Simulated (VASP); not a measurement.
# KMnSb2Se6 (I4/mmm) in VASP: density of states with PBE

Aim: the density of states of KMnSb2Se6 with PBE.

Program: VASP 6.6.1. These are calculated values, not measurements. Logs are shortened: lines on timing, memory, paths and dates and some standing lists are left out, and cuts for length are marked.

## (1) The crystal as given

It takes space group I4/mmm (No. 139, tetragonal). The conventional cell has a = 6.630 Å, b = 6.630 Å, c = 9.719 Å, α = 90.00°, β = 90.00°, γ = 90.00°. Around Se (site symmetry 4mm) lie 1 Mn at 2.12 Å. Se (site symmetry m2m) is surrounded by 1 Mn at 1.97 Å. Around Sb (site symmetry -4m2) lie 12 Se at 3.33 to 3.40 Å. Mn (site symmetry 4/mmm) has 6 Se at 1.97 to 2.12 Å as nearest neighbours. K (site symmetry 4/mmm) is surrounded by 6 Se at 2.72 to 2.74 Å.

The cell was built by a generator and needn't be a form met in nature.

## (2) Density of states, PBE

Input file POSCAR:

```
KMnSb2Se6
1.0
    0.0000000000      6.6296380000      0.0000000000
    6.6296380000      0.0000000000      0.0000000000
    3.3148190000      3.3148190000     -4.8596790000
Se Sb Mn K
6 2 1 1
Direct
    0.2180000000      0.2180000000      0.5640000000
    0.7820000000      0.7820000000      0.4360000000
    0.2100000000      0.2100000000      0.0000000000
    0.2100000000      0.7900000000      0.0000000000
    0.7900000000      0.7900000000      0.0000000000
    0.7900000000      0.2100000000      0.0000000000
    0.2500000000      0.7500000000      0.5000000000
    0.7500000000      0.2500000000      0.5000000000
    0.0000000000      0.0000000000      0.0000000000
    0.5000000000      0.5000000000      0.0000000000
```

Input file INCAR.step1:

```
PREC = Accurate ; ENCUT = 520
EDIFF = 1E-6 ; ISMEAR = -1
SIGMA = 0.1 ; LREAL = False
LASPH = True ; NELM = 100
ALGO = Fast ; ISIF = 2
LWAVE = False ; LCHARG = True
LMAXMIX = 4 ; GGA = PE
NELECT = 67.0 ; NBANDS = 45
```

Input file KPOINTS.step1:

```
regular mesh
0
Gamma
  7 7 7
```

Input file INCAR.step2:

```
PREC = Accurate ; ENCUT = 520
EDIFF = 1E-6 ; ISMEAR = -5
SIGMA = 0.1 ; LREAL = False
LASPH = True ; NELM = 100
ALGO = Fast ; ISIF = 2
LWAVE = False ; LCHARG = False
LMAXMIX = 4 ; GGA = PE
LORBIT = 11 ; NEDOS = 1001
ICHARG = 11 ; NELECT = 67.0
```

Input file KPOINTS.step2:

```
regular mesh
0
Gamma
  11 11 11
```

Potentials or basis: VASP PAW PBE potentials, release 64 (Se, Sb, Mn_pv, K_sv).

Launch:

```sh
$ cat potpaw_PBE.64/Se/POTCAR potpaw_PBE.64/Sb/POTCAR potpaw_PBE.64/Mn_pv/POTCAR potpaw_PBE.64/K_sv/POTCAR > POTCAR
$ cp INCAR.step1 INCAR
$ cp KPOINTS.step1 KPOINTS
$ mpirun -np 1 vasp_std > vasp.out
$ cp INCAR.step2 INCAR
$ cp KPOINTS.step2 KPOINTS
$ mpirun -np 1 vasp_std > vasp.out
```

OUTCAR:

```text
PREC = Accurate
   ENCUT = 520
   EDIFF = 1E-6
   ISMEAR = -5
   LREAL = False
   LASPH = True
   NELM = 100
   ISIF = 2
   GGA = PE
   LORBIT = 11
   ICHARG = 11
   NELECT = 67.0

 ion  position               nearest neighbor table
   1  0.218  0.218  0.564-   9 2.12  10 2.74
   2  0.782  0.782  0.436-   9 2.12  10 2.74
   3  0.210  0.210  0.000-   9 1.97  10 2.72   4 2.78   6 2.78
   4  0.210  0.790  0.000-   9 1.97  10 2.72   3 2.78   5 2.78
   5  0.790  0.790  0.000-   9 1.97  10 2.72   4 2.78   6 2.78
   6  0.790  0.210  0.000-   9 1.97  10 2.72   3 2.78   5 2.78
   7  0.250  0.750  0.500-
   8  0.750  0.250  0.500-
   9  0.000  0.000  0.000-   3 1.97   4 1.97   5 1.97   6 1.97   1 2.12   2 2.12
  10  0.500  0.500  0.000-   3 2.72   4 2.72   5 2.72   6 2.72   1 2.74   2 2.74

  LATTYP: Found a body centered tetragonal cell.
 ALAT       =     6.6296380000
 C/A-ratio  =     1.4660465624

  Lattice vectors:

 A1 = (  -3.3148190000,   3.3148190000,   4.8596790000)
 A2 = (   3.3148190000,  -3.3148190000,   4.8596790000)
 A3 = (   3.3148190000,   3.3148190000,  -4.8596790000)

Analysis of symmetry for initial positions (statically):
=====================================================================
 Subroutine PRICEL returns:
 Original cell was already a primitive cell.

 Routine SETGRP: Setting up the symmetry group for a
 body centered tetragonal supercell.

 Subroutine GETGRP returns: Found 16 space group operations
 (whereof 16 operations were pure point group operations)
 out of a pool of 16 trial point group operations.

The static configuration has the point symmetry D_4h.

Analysis of symmetry for dynamics (positions and initial velocities):
=====================================================================
 Subroutine PRICEL returns:
 Original cell was already a primitive cell.

 Routine SETGRP: Setting up the symmetry group for a
 body centered tetragonal supercell.

 Subroutine GETGRP returns: Found 16 space group operations
 (whereof 16 operations were pure point group operations)
 out of a pool of 16 trial point group operations.

The dynamic configuration has the point symmetry D_4h.

 Subroutine INISYM returns: Found 16 space group operations
 (whereof 16 operations are pure point group operations),
 and found     1 'primitive' translations

----------------------------------------------------------------------------------------

                                     Primitive cell

  volume of cell :     213.5931

  direct lattice vectors                    reciprocal lattice vectors
     0.000000000  6.629638000  0.000000000     0.000000000  0.150837798  0.102887454
     6.629638000  0.000000000  0.000000000     0.150837798  0.000000000  0.102887454
     3.314819000  3.314819000 -4.859679000     0.000000000  0.000000000 -0.205774908

  length of vectors
     6.629638000  6.629638000  6.752224077     0.182586609  0.182586609  0.205774908

  position of ions in fractional coordinates (direct lattice)
     0.218000000  0.218000000  0.564000000
     0.782000000  0.782000000  0.436000000
     0.210000000  0.210000000  0.000000000
     0.210000000  0.790000000  0.000000000
     0.790000000  0.790000000  0.000000000
     0.790000000  0.210000000  0.000000000
     0.250000000  0.750000000  0.500000000
     0.750000000  0.250000000  0.500000000
     0.000000000  0.000000000  0.000000000
     0.500000000  0.500000000  0.000000000

  ion indices of the primitive-cell ions
   primitive index   ion index
                 1           1
                 2           2
                 3           3
                 4           4
                 5           5
                 6           6
                 7           7
                 8           8
                 9           9
                10          10

----------------------------------------------------------------------------------------

 KPOINTS: regular mesh

Automatic generation of k-mesh.
 Grid dimensions read from file:
 generate k-points for:   11   11   11

 Generating k-lattice:

  Cartesian coordinates                     Fractional coordinates (reciprocal lattice)
     0.000000000  0.013712527  0.009353405     0.090909091  0.000000000 -0.000000000
     0.013712527  0.000000000  0.009353405     0.000000000  0.090909091 -0.000000000
     0.000000000  0.000000000 -0.018706810     0.000000000  0.000000000  0.090909091

  Length of vectors
     0.016598783  0.016598783  0.018706810

  Shift w.r.t. Gamma in fractional coordinates (k-lattice)
     0.000000000  0.000000000  0.000000000

 TETIRR: Found   1709 inequivalent tetrahedra from     7986

 Subroutine IBZKPT returns following result:
 ===========================================

 Found    126 irreducible k-points:

 Following reciprocal coordinates:
            Coordinates               Weight
  0.000000  0.000000  0.000000      1.000000
  0.090909  0.000000  0.000000      8.000000
  0.181818  0.000000  0.000000      8.000000
  0.272727  0.000000  0.000000      8.000000
  0.363636  0.000000  0.000000      8.000000
  0.454545  0.000000  0.000000      8.000000
[... 16 lines left out ...]
 -0.272727  0.181818  0.000000     16.000000
 -0.181818  0.181818  0.000000      4.000000
 [... further k-points ...]
   k-points           NKPTS =    126   k-points in BZ     NKDIM =    126   number of bands    NBANDS=     40
   number of dos      NEDOS =   1001   number of ions     NIONS =     10
   total plane-waves  NPLWV = 125000
   dimension x,y,z NGX =    50 NGY =   50 NGZ =   50
   dimension x,y,z NGXF=   100 NGYF=  100 NGZF=  100
   ions per type =               6   2   1   1
   NGX,Y,Z   is equivalent  to a cutoff of  12.54, 12.54, 12.31 a.u.
   NGXF,Y,Z  is equivalent  to a cutoff of  25.08, 25.08, 24.62 a.u.
 SYSTEM =  unknown system
   PREC   = accura    normal or accurate (medium, high low for compatibility)
   ISTART =      0    job   : 0-new  1-cont  2-samecut
   ICHARG =     11    charge: 1-file 2-atom 10-const
   ISPIN  =      1    spin polarized calculation?
   LNONCOLLINEAR =      F non collinear calculations
   LSORBIT =      F    spin-orbit coupling
   LASPH  =      T    aspherical Exc in radial PAW
   ENCUT  =  520.0 eV  38.22 Ry    6.18 a.u.  12.33 12.33 12.55*2*pi/ulx,y,z
   NELM   =    100;   NELMIN=  2; NELMDL=  0     # of ELM steps
   EDIFF  = 0.1E-05   stopping-criterion for ELM
   LREAL  =      F    real-space projection
   EDIFFG = 0.1E-04   stopping-criterion for IOM
   NSW    =      0    number of steps for IOM
   IBRION =     -1    ionic relax: 0-MD 1-quasi-New 2-CG
   NFREE  =      0    steps in history (QN), initial steepest desc. (CG)
   ISIF   =      2    stress and relaxation
   ISYM   =      2    0-nonsym 1-usesym 2-fastsym
   POTIM  = 0.5000    time-step for ionic-motion
   TEBEG  =    0.0;   TEEND  =   0.0 temperature during run
   PSTRESS=    0.0 pullay stress
   NELECT =      67.0000    total number of electrons
   NUPDOWN=      -1.0000    fix difference up-down
   EMIN   =  10.00;   EMAX   =-10.00  energy-range for DOS
   EFERMI =   0.00;   METHOD = LEGACY
   ISMEAR =    -5;   SIGMA  =   0.10  broadening in eV -4-tet -1-fermi 0-gaus
   EFERMI_NEDOS =   21; number of points for ismear=-14 and -15
   IALGO  =     68    algorithm
   IMIX   =      4    mixing-type and parameters
     AMIX     =   0.40;   BMIX     =  1.00
     AMIX_MAG =   1.60;   BMIX_MAG =  1.00
  volume/ion in A,a.u.               =      21.36       144.14
  Fermi-wavevector in a.u.,A,eV,Ry     =   1.112340  2.102017 16.834477  1.237299
  Thomas-Fermi vector in A             =   2.248913
   LORBIT       =     11    0 simple, 1 ext, 2 COOP (PROOUT), +10 PAW based schemes
   GGA     = PE    functional components
   LHFCALC =     F    Hartree Fock is set to
   AEXX    =    0.0000 exact exchange contribution
   IVDW    =     0    specifies the selected vdW correction
   LEPSILON=     F    determine dielectric tensor
   LRPA    =     F    only Hartree local field effects (RPA)
 non-spin polarized calculation
 RMM-DIIS sequential band-by-band and
 Fermi weights with tetrahedron method with Bloechl corrections
  energy-cutoff  :      520.00
  volume of cell :      213.59
 maximum number of plane-waves:      5818
 NGX is ok and might be reduce to    50

 number of electron      67.0000004 magnetization

 Free energy of the ion-electron system (eV)
  ---------------------------------------------------
  ext. energy  EPLUGINS =         0.00000000
  ---------------------------------------------------
  free energy    TOTEN  =       -36.79166334 eV

  energy without entropy =      -36.79166334  energy(sigma->0) =      -36.79166334

 E-fermi :   5.6117     XC(G=0): -10.1568

 val. band max:        5.6007806518   @ k =  -0.2727   0.2727   0.0000
 cond. band min:       5.5876411524   @ k =  -0.4545   0.4545   0.0909
 fundamental gap:     -0.0131394995
 Fermi energy:         5.6116652244

 k-point     1 :       0.0000    0.0000    0.0000
  band No.  band energies     occupation
      1     -42.8098      2.00000
      2     -42.8098      2.00000
      3     -42.5417      2.00000
      4     -23.5303      2.00000
      5     -10.1396      2.00000
      6      -8.3049      2.00000
[... 32 lines left out ...]
     39       8.4404      0.00000
     40       8.6757      0.00000

 k-point     2 :       0.0909    0.0000    0.0000
  band No.  band energies     occupation
      1     -42.8098      2.00000
      2     -42.8098      2.00000
      3     -42.5417      2.00000
      4     -23.5303      2.00000
      5     -10.1351      2.00000
      6      -8.2935      2.00000
[... 32 lines left out ...]
     39       8.4835      0.00000
     40       8.5951      0.00000

 k-point     3 :       0.1818    0.0000    0.0000
  band No.  band energies     occupation
      1     -42.8098      2.00000
      2     -42.8098      2.00000
      3     -42.5417      2.00000
      4     -23.5302      2.00000
      5     -10.1230      2.00000
      6      -8.2600      2.00000
[... 32 lines left out ...]
     39       8.2249      0.00000
     40       8.4284      0.00000

 k-point     4 :       0.2727    0.0000    0.0000
  band No.  band energies     occupation
      1     -42.8098      2.00000
      2     -42.8098      2.00000
      3     -42.5417      2.00000
      4     -23.5302      2.00000
      5     -10.1068      2.00000
      6      -8.2072      2.00000
[... 32 lines left out ...]
     39       8.2010      0.00000
     40       8.4131      0.00000
[... 772 lines left out ...]
     39       7.8696      0.00000
     40       7.9734      0.00000

 k-point    23 :      -0.2727    0.1818    0.0000
  band No.  band energies     occupation
      1     -42.8098      2.00000
      2     -42.8098      2.00000
      3     -42.5417      2.00000
      4     -23.5302      2.00000
      5     -10.0881      2.00000
      6      -8.3285      2.00000
[... 32 lines left out ...]
     39       7.9712      0.00000
     40       8.0457      0.00000

 k-point    24 :      -0.1818    0.1818    0.0000
  band No.  band energies     occupation
      1     -42.8098      2.00000
      2     -42.8098      2.00000
      3     -42.5417      2.00000
      4     -23.5302      2.00000
      5     -10.1106      2.00000
      6      -8.3308      2.00000
[... 32 lines left out ...]
     39       8.0891      0.00000
     40       8.1070      0.00000

 [... further k-points ...]

------------------------ aborting loop because EDIFF is reached ----------------------------------------

  FORCE on cell =-STRESS in cart. coord.  units (eV):
  Direction    XX          YY          ZZ          XY          YZ          ZX
  --------------------------------------------------------------------------------------
  -------------------------------------------------------------------------------------
  Total       28.1831258     28.1831258     16.3447925      0.0000000      0.0000000      0.0000000
  in kB      211.4036725    211.4036725    122.6034753      0.0000000      0.0000000      0.0000000
  external PRESSURE =     181.8036068 kB  Pullay stress =       0.0000000 kB

 VOLUME and BASIS-vectors are now :
 -----------------------------------------------------------------------------
  energy-cutoff  :      520.00
  volume of cell :      213.59
      direct lattice vectors                 reciprocal lattice vectors
     0.000000000  6.629638000  0.000000000     0.000000000  0.150837798  0.102887454
     6.629638000  0.000000000  0.000000000     0.150837798  0.000000000  0.102887454
     3.314819000  3.314819000 -4.859679000     0.000000000  0.000000000 -0.205774908

 POSITION                                       TOTAL-FORCE (eV/Angst)
 -----------------------------------------------------------------------------------
      3.31482      3.31482     -2.74086        -0.000000      0.000000      4.274225
      6.62964      6.62964     -2.11882         0.000000      0.000000     -4.274225
      1.39222      1.39222      0.00000         5.016284      5.016284      0.000000
      5.23741      1.39222      0.00000        -5.016284      5.016284     -0.000000
      5.23741      5.23741      0.00000        -5.016284     -5.016284     -0.000000
      1.39222      5.23741      0.00000         5.016284     -5.016284      0.000000
      6.62964      3.31482     -2.42984        -0.000000      0.000000      0.000000
      3.31482      6.62964     -2.42984         0.000000      0.000000      0.000000
      0.00000      0.00000      0.00000        -0.000000      0.000000      0.000000
      3.31482      3.31482      0.00000        -0.000000      0.000000      0.000000
 -----------------------------------------------------------------------------------
    total drift:                                0.000000     -0.000000      0.000000

  FREE ENERGIE OF THE ION-ELECTRON SYSTEM (eV)
  ---------------------------------------------------
  free  energy   TOTEN  =       -36.7916633402 eV

  energy  without entropy=      -36.7916633402  energy(sigma->0) =      -36.79166334

 total charge

# of ion       s       p       d       tot
------------------------------------------
    1        1.505   2.265   0.070   3.840
    2        1.505   2.265   0.070   3.840
    3        1.516   2.271   0.094   3.882
    4        1.516   2.271   0.094   3.882
    5        1.516   2.271   0.094   3.882
    6        1.516   2.271   0.094   3.882
    7        1.267   0.895   0.021   2.183
    8        1.267   0.895   0.021   2.183
    9        0.548   6.905   5.915  13.368
   10        1.983   5.617   0.120   7.720
--------------------------------------------------
tot         14.141  27.927   6.593  48.661
```

It took 23 min on 1 thread of Intel Xeon Platinum 8488C (Sapphire Rapids), shared host; peak memory 1.1 GiB.

Results:

```yaml
Valence_electrons_inside_the_program's_atomic_spheres: Se 3.84, 3.88; Sb 2.18; Mn 13.37; K 7.72
```

States per cell in windows of 1 eV (zero at the Fermi level; states under -8 eV left out):
```csv
from (eV),total,Mn9_d,Se3_p,Se4_p,Se5_p,Se6_p,Se1_p
-8.0,0.00,0.00,0.00,0.00,0.00,0.00,0.00
-7.0,2.11,0.44,0.15,0.15,0.15,0.15,0.04
-6.0,5.26,0.99,0.31,0.31,0.31,0.31,0.28
-5.0,8.20,1.53,0.58,0.58,0.58,0.58,0.49
-4.0,3.19,0.43,0.21,0.21,0.21,0.21,0.25
-3.0,4.79,0.28,0.27,0.27,0.27,0.27,0.31
-2.0,6.04,0.71,0.26,0.26,0.26,0.26,0.33
-1.0,8.89,1.40,0.48,0.48,0.48,0.48,0.60
0.0,7.20,1.15,0.47,0.47,0.47,0.47,0.35
1.0,3.09,0.25,0.14,0.14,0.14,0.14,0.12
2.0,2.72,0.19,0.12,0.12,0.12,0.12,0.13
3.0,0.00,0.00,0.00,0.00,0.00,0.00,0.00
4.0,0.00,0.00,0.00,0.00,0.00,0.00,0.00
```

Caveat: the cell carries a net charge on a neutralising background, which shifts energy and pressure; the cell is charged against a uniform background, so pressure and absolute levels hang on convention; the run has no spin polarisation, though such a crystal can be magnetic; semilocal functionals often make such compounds metallic where correlation or magnetic order opens a gap, which also shifts bond lengths; tetrahedron occupations give inexact forces and stress in metals.
